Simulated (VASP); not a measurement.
Method: r2SCAN meta-GGA, VASP's PBE PAW potentials (set 64) (plane waves; VASP).

A VASP calculation is set up with these files.

### KPOINTS
```
Automatic
0
Gamma
1 1 1
0 0 0
```

INCAR:
```
# general
SYSTEM  = In atom
PREC    = Normal
ENCUT   = 520
LREAL   = .False.
LASPH   = .True.
ISYM    = 0

# electronic loop
EDIFF   = 1E-6
NELM    = 200
ALGO    = All
LMAXMIX = 4
LMIXTAU = .True.

# smearing
ISMEAR  = 0
SIGMA   = 0.01

# functional
METAGGA = R2SCAN

# spin
ISPIN   = 2
MAGMOM  = 1
NUPDOWN = 1

# output
LWAVE   = .False.
LCHARG  = .False.
LORBIT  = 10
```

File POSCAR:
```
In atom
1
   12.0000000000     0.0000000000     0.0000000000
    0.0000000000    12.5000000000     0.0000000000
    0.0000000000     0.0000000000    13.0000000000
In
1
Direct
  0.0000000000   0.0000000000   0.0000000000
```

POTCAR, in this order: In_d (PBE.64 set). Program: vasp_gam. Read from the step before: WAVECAR.

Output of the run:

File OSZICAR:
```
       N       E                     dE             d eps       ncg     rms           ort
SDA:   1    -0.201585653127E+02   -0.20159E+02    0.00000E+00    11   0.845E-01   0.000E+00
CGA:   2    -0.201705857516E+02   -0.12020E-01   -0.12016E-01    11   0.301E-01  -0.216E-03
CGA:   3    -0.201766587915E+02   -0.60730E-02   -0.60732E-02    11   0.694E-02   0.713E-04
CGA:   4    -0.201785644916E+02   -0.19057E-02   -0.19022E-02    11   0.192E-02   0.447E-04
CGA:   5    -0.201790961869E+02   -0.53170E-03   -0.53282E-03    11   0.528E-03  -0.114E-04
CGA:   6    -0.201792124158E+02   -0.11623E-03   -0.11604E-03    11   0.180E-03   0.946E-05
CGA:   7    -0.201792558544E+02   -0.43439E-04   -0.44415E-04    11   0.507E-04  -0.833E-05
CGA:   8    -0.201792709720E+02   -0.15118E-04   -0.14207E-04    11   0.134E-04   0.585E-05
SDA:   9    -0.201792747541E+02   -0.37821E-05   -0.36487E-05    11   0.477E-05   0.535E-05
CGA:  10    -0.201792775436E+02   -0.27895E-05   -0.27932E-05    11   0.283E-05   0.723E-06
SDA:  11    -0.201792782670E+02   -0.72343E-06   -0.66919E-06    11   0.114E-05   0.148E-05
   1 F= -.20179278E+02 E0= -.20179278E+02  d E =-.157471E-18  mag=     1.0000
```

File OUTCAR:
```
------------------------ aborting loop because EDIFF is reached ----------------------------------------
  FORCE on cell =-STRESS in cart. coord.  units (eV):
  Direction    XX          YY          ZZ          XY          YZ          ZX
  --------------------------------------------------------------------------------------
  Total       -0.0129038     -0.0139304     -0.0061178     -0.0000100      0.0001124      0.0000527
  in kB       -0.0106022     -0.0114456     -0.0050266     -0.0000082      0.0000924      0.0000433
  external PRESSURE =      -0.0090248 kB  Pullay stress =       0.0000000 kB
  volume of cell :     1950.00
      direct lattice vectors                 reciprocal lattice vectors
    12.000000000  0.000000000  0.000000000     0.083333333  0.000000000  0.000000000
     0.000000000 12.500000000  0.000000000     0.000000000  0.080000000  0.000000000
     0.000000000  0.000000000 13.000000000     0.000000000  0.000000000  0.076923077
 POSITION                                       TOTAL-FORCE (eV/Angst)
 -----------------------------------------------------------------------------------
      0.00000      0.00000      0.00000        -0.000007      0.000001     -0.000003
 -----------------------------------------------------------------------------------
    total drift:                               -0.000007      0.000001     -0.000003
  FREE ENERGIE OF THE ION-ELECTRON SYSTEM (eV)
  ---------------------------------------------------
  free  energy   TOTEN  =       -20.1792782670 eV

  energy  without entropy=      -20.1792782670  energy(sigma->0) =      -20.17927827

 total charge

# of ion       s       p       d       tot
------------------------------------------
    1        1.138   0.270   9.824  11.232

 magnetization (x)

# of ion       s       p       d       tot
------------------------------------------
    1       -0.014   0.270  -0.008   0.249
```
(Selected blocks of OUTCAR.)

The atom may not be in its lowest state.

The cell is a free atom in a box.
